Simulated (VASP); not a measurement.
Calculation: SCAN meta-GGA, VASP's PBE PAW potentials (set 64) (plane waves; VASP 6.6.1).

VASP ran on this input.

KPOINTS_OPT:
```
k-points along high-symmetry lines
10
Line-mode
Reciprocal
  0.000000   0.000000   0.000000 ! GAMMA
  0.500000   0.000000   0.500000 ! X

  0.500000   0.000000   0.500000 ! X
  0.625000   0.250000   0.625000 ! U

  0.375000   0.375000   0.750000 ! K
  0.000000   0.000000   0.000000 ! GAMMA

  0.000000   0.000000   0.000000 ! GAMMA
  0.500000   0.500000   0.500000 ! L

  0.500000   0.500000   0.500000 ! L
  0.500000   0.250000   0.750000 ! W

  0.500000   0.250000   0.750000 ! W
  0.500000   0.000000   0.500000 ! X
```

**POSCAR**
```
HfC
1
    0.0000000000     2.3067966245     2.3067966245
    2.3067966245     0.0000000000     2.3067966245
    2.3067966245     2.3067966245     0.0000000000
Hf C
1 1
Direct
  0.0000000000   0.0000000000   0.0000000000
  0.5000000000   0.5000000000   0.5000000000
```

### INCAR
```
! general
SYSTEM  = HfC
PREC    = Accurate
ENCUT   = 520
LREAL   = F
LASPH   = T

! electronic loop
EDIFF   = 1E-7
NELM    = 100
ALGO    = Normal
LMAXMIX = 6
LMIXTAU = T

! smearing
ISMEAR  = -5

! functional
METAGGA = SCAN

! ions
ISIF    = 2

! output
LWAVE   = F
LCHARG  = F
LORBIT  = 11
NEDOS   = 601
```

### KPOINTS
```
Automatic mesh
0
Gamma
  15 15 15
0 0 0
```

POTCAR, in this order: Hf_pv C (PBE.64 set). Program: vasp_std.

Output of the run:

### OSZICAR
```
       N       E                     dE             d eps       ncg     rms          rms(c)
DAV:   1    -0.317455423680E+02   -0.31746E+02   -0.80508E+03  2640   0.126E+03
DAV:   2    -0.796106448299E+02   -0.47865E+02   -0.45899E+02  3427   0.225E+02
DAV:   3    -0.813224132980E+02   -0.17118E+01   -0.16958E+01  3448   0.328E+01
DAV:   4    -0.813377566454E+02   -0.15343E-01   -0.15410E-01  3186   0.327E+00
DAV:   5    -0.813379611979E+02   -0.20455E-03   -0.20641E-03  3488   0.311E-01    0.646E+01
DAV:   6    -0.745524048328E+02    0.67856E+01   -0.14674E+01  3026   0.251E+01    0.429E+01
DAV:   7    -0.757485139707E+02   -0.11961E+01   -0.67571E-01  2895   0.866E+00    0.207E+01
DAV:   8    -0.741606156485E+02    0.15879E+01   -0.56158E-01  3057   0.700E+00    0.155E+00
DAV:   9    -0.749041231782E+02   -0.74351E+00   -0.63768E-01  2923   0.771E+00    0.308E+00
DAV:  10    -0.749567805237E+02   -0.52657E-01   -0.12751E-01  2769   0.411E+00    0.521E-01
DAV:  11    -0.749491223368E+02    0.76582E-02   -0.79807E-03  3037   0.957E-01    0.702E-01
DAV:  12    -0.749551774775E+02   -0.60551E-02   -0.15660E-03  2877   0.513E-01    0.348E-01
DAV:  13    -0.749587905251E+02   -0.36130E-02   -0.38868E-03  2796   0.752E-01    0.116E-01
DAV:  14    -0.749586339696E+02    0.15656E-03   -0.15702E-04  3197   0.166E-01    0.157E-01
DAV:  15    -0.749586342904E+02   -0.32081E-06   -0.14022E-06  3372   0.117E-02    0.156E-01
DAV:  16    -0.749585618719E+02    0.72418E-04   -0.17657E-05  2766   0.546E-02    0.142E-01
DAV:  17    -0.749586033367E+02   -0.41465E-04   -0.14503E-04  2658   0.171E-01    0.194E-01
DAV:  18    -0.749586060211E+02   -0.26844E-05   -0.32765E-04  2816   0.177E-01    0.271E-01
DAV:  19    -0.749586156575E+02   -0.96364E-05   -0.30790E-05  3122   0.557E-02    0.359E-01
DAV:  20    -0.749586197995E+02   -0.41420E-05   -0.26672E-06  2837   0.184E-02    0.329E-01
DAV:  21    -0.749586207795E+02   -0.98004E-06   -0.23224E-04  2927   0.130E-01    0.147E-01
DAV:  22    -0.749586378796E+02   -0.17100E-04   -0.39394E-05  3179   0.681E-02    0.835E-02
DAV:  23    -0.749586372218E+02    0.65774E-06   -0.74194E-06  2715   0.358E-02    0.470E-02
DAV:  24    -0.749586432283E+02   -0.60065E-05   -0.39557E-06  2718   0.263E-02    0.216E-02
DAV:  25    -0.749586451707E+02   -0.19424E-05   -0.10717E-06  2682   0.169E-02    0.146E-02
DAV:  26    -0.749586447718E+02    0.39891E-06   -0.13739E-07  2768   0.581E-03    0.783E-03
DAV:  27    -0.749586458525E+02   -0.10807E-05   -0.32614E-08  1386   0.266E-03    0.286E-03
DAV:  28    -0.749586459157E+02   -0.63223E-07   -0.37961E-08  1362   0.226E-03
   1 F= -.74958646E+02 E0= -.74958646E+02  d E =0.000000E+00
       N       E                     dE             ncg
```

OUTCAR:
```
------------------------ aborting loop because EDIFF is reached ----------------------------------------
  FORCE on cell =-STRESS in cart. coord.  units (eV):
  Direction    XX          YY          ZZ          XY          YZ          ZX
  --------------------------------------------------------------------------------------
  Total       -0.0179023     -0.0179023     -0.0179023      0.0000000      0.0000000      0.0000000
  in kB       -1.1683192     -1.1683192     -1.1683192      0.0000000      0.0000000      0.0000000
  external PRESSURE =      -1.1683192 kB  Pullay stress =       0.0000000 kB
  volume of cell :       24.55
      direct lattice vectors                 reciprocal lattice vectors
     0.000000000  2.306796625  2.306796625    -0.216750794  0.216750794  0.216750794
     2.306796625  0.000000000  2.306796625     0.216750794 -0.216750794  0.216750794
     2.306796625  2.306796625  0.000000000     0.216750794  0.216750794 -0.216750794
 POSITION                                       TOTAL-FORCE (eV/Angst)
 -----------------------------------------------------------------------------------
      0.00000      0.00000      0.00000         0.000000      0.000000      0.000000
      2.30680      2.30680      2.30680         0.000000      0.000000      0.000000
 -----------------------------------------------------------------------------------
    total drift:                                0.000000     -0.000000     -0.000000
  FREE ENERGIE OF THE ION-ELECTRON SYSTEM (eV)
  ---------------------------------------------------
  free  energy   TOTEN  =       -74.9586459157 eV

  energy  without entropy=      -74.9586459157  energy(sigma->0) =      -74.95864592

 total charge

# of ion       s       p       d       tot
------------------------------------------
    1        0.287   6.667   1.692   8.646
    2        0.890   1.529   0.000   2.418
--------------------------------------------------
tot          1.177   8.195   1.692  11.064
```
(Selected blocks of OUTCAR.)

For a metal the tetrahedron method with Blöchl corrections gives inexact stress and forces.

The compound is HfC in the rock salt structure. It was relaxed first.
